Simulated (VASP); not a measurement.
Data:

```xyz
2
Lattice="0.0000 1.7650 1.7650 1.7783 -0.0133 1.7783 1.7783 1.7783 -0.0133" Properties=species:S:1:pos:R:3 pbc="T T T"
C      3.5559     1.7650     1.7650
C      0.8900     0.8825     0.8825
```

Calculation: PBEsol GGA, VASP's PBE PAW potentials (set 64) (plane waves; VASP). Numerical set-up: 600 eV cut-off, 12×12×12 Γ-centred mesh, Gaussian smearing of 0.050 eV, potentials C.

Task: Predict the energy per atom (σ→0).

Result: 
The energy per atom (σ→0) comes out as -9.625 eV/atom.

The absolute energy has meaning only against runs of the same code, potentials and settings.

The compound is C in the diamond structure. This cell was strained or had an atom moved on purpose. Symmetry was kept, so distortions that lower it aren't found.
